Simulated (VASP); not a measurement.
Here is the system:

```
PbF2
1.0
    0.00000     2.97541     2.97541
    2.97541     0.00000     2.97541
    2.97541     2.97541     0.00000
Pb F
1 2
Direct
  0.00000   0.00000   0.00000
  0.25000   0.25000   0.25000
  0.75000   0.75000   0.75000
```

Computed with TPSS meta-GGA, VASP's PBE PAW potentials (set 64) (plane waves; VASP). Settings: 520 eV cut-off, 7×7×7 Γ-centred mesh, tetrahedra with Blöchl corrections, potentials Pb_d F.

Unless said otherwise, spin-orbit coupling is left out, though it shifts the bands of the heavy elements here.

### Question
Give the energies of bands 8 to 17 at the high-symmetry points, in eV from the valence-band maximum.

### Answer

```tsv
band	Γ	X	U	L	W
8	-4.59	-6.38	-6.31	-5.88	-6.33
9	-2.51	-3.56	-3.49	-3.02	-3.71
10	-2.51	-3.56	-3.33	-2.70	-2.70
11	-2.51	-1.60	-2.10	-2.70	-2.70
12	-2.01	-1.60	-1.75	-2.18	-1.66
13	-2.01	-1.60	-1.61	-2.18	-1.54
14	-2.01	-0.13	-0.03	-0.04	0.00
15	6.94	4.55	5.45	5.23	6.18
16	6.94	8.03	6.86	7.79	6.18
17	6.94	8.03	8.01	7.79	7.71
```

The gap is indirect, 4.55 eV, from the valence maximum at W to the conduction minimum at X.

The compound is PbF2 in the fluorite structure, the β form. It was relaxed first.
